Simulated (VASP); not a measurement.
**Tl: energy against strain**

Tl (hcp, P6_3/mmc, 28.435 Å³/atom and stress up to 0.22 GPa in the relaxed cell, c along z) under an equal strain ε along x and y, with z held. PBEsol in VASP (plane waves, PAW), 480 eV, 18×18×8 Γ-centred mesh, Methfessel-Paxton smearing 0.10 eV; ions are relaxed, or left where forces stay under 0.02 eV/Å, within the symmetry of each cell.

Here s stands for strain and y for E less E0.

| strain (%) | E less E0 (meV/atom) |
|---|---|
| -1.50 | 4.46 |
| -1.00 | 2.28 |
| -0.50 | 0.82 |
| 0.00 | 0.00 |
| 0.50 | -0.19 |
| 1.00 | 0.28 |
| 1.50 | 1.40 |
| 3.00 | ? |

Taking a parabola for y over the 7 complete rows: Least squares gives y = -0.012 - 1.0136·s + 1.3052·s². Residuals (row less fit): 0.015, -0.027, -0.001, 0.012, 0.003, 0.000, -0.004; standard error 0.017 (degrees of freedom: 4). Twice the quadratic coefficient over the volume, 2 × 1.3052 meV × 10⁴ × 0.1602 / 28.435 Å³, is the elastic constants 2(C11 + C12) = about 150 GPa.

Question: Predict the withheld y at s = 3.00 from the fit, and compare with the calculation.

Answer: y = -0.012 - 1.0136 × 3.0 + 1.3052 × 3.0² = 8.694 meV/atom. The calculation gives 7.87 meV/atom, 0.824 meV/atom below the prediction (10.2 % of the range of y in the table). The row lies outside the fitted rows, so this is an extrapolation. From the scatter of the fitted rows alone, a prediction at this place has a standard error of 0.064 meV/atom, so the miss is 12.9 times that.

A polynomial of degree 3 through the 12 other runs of the series gives 7.91 there, so most of the miss is curvature that the fit leaves out. In a metal these values are sensitive to mesh and smearing; energies are taken to zero smearing, stresses follow the free energy. Spin-orbit coupling is left out, which can shift these values for the heavy elements here. Rows are the converged runs of the series near zero and its far end, less any whose ions stayed unrelaxed beside relaxed ones; series whose fitted rows scatter by over a few per cent of the range, as at a crossing or softening among them, aren't shown in this form. Most that stay on the fit to the last digits aren't either.
